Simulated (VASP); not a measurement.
Given:

```
C
1.0
    1.24623    -2.15853     0.00000
    1.24623     2.15853     0.00000
    0.00000     0.00000     6.59429
C
4
Direct
  0.00000   0.00000   0.25000
  0.00000   0.00000   0.75000
  0.33333   0.66667   0.25000
  0.66667   0.33333   0.75000
```

Method: vdW-DF-cx, VASP's PBE PAW potentials (set 64) (plane waves; VASP 6.6.1). Settings: 520 eV cut-off, 10×10×4 Γ-centred mesh, Gaussian smearing of 0.050 eV, potentials C.

### Question
The ions and cell shape at fixed volume are relaxed. Predict the relaxed structure.

### Answer

```
C
1.0
    1.23452    -2.13825     0.00000
    1.23452     2.13825     0.00000
    0.00000     0.00000     6.71997
C
4
Direct
  0.00000   0.00000   0.25000
  0.00000   0.00000   0.75000
  0.33333   0.66667   0.25000
  0.66667   0.33333   0.75000
```
Space group P6_3/mmc (194), at a tolerance of 0.03 Å.

### Question
How much energy does the relaxation gain?

### Answer
The energy (σ→0) changes by -6.4 meV/atom, in 3 ionic steps.

```tsv
step	E(σ→0) (eV)	max force (eV/Å)	pressure (GPa)	volume (Å³)
1	-32.6457	0.000	-8.04	35.48
2	-32.6707	0.000	0.28	35.48
3	-32.6711	0.000	-0.71	35.48
```

The compound is C in the graphite structure. This cell is one point of a volume scan, at 1.03 of the reference volume. Symmetry was kept, so distortions that lower it aren't found.
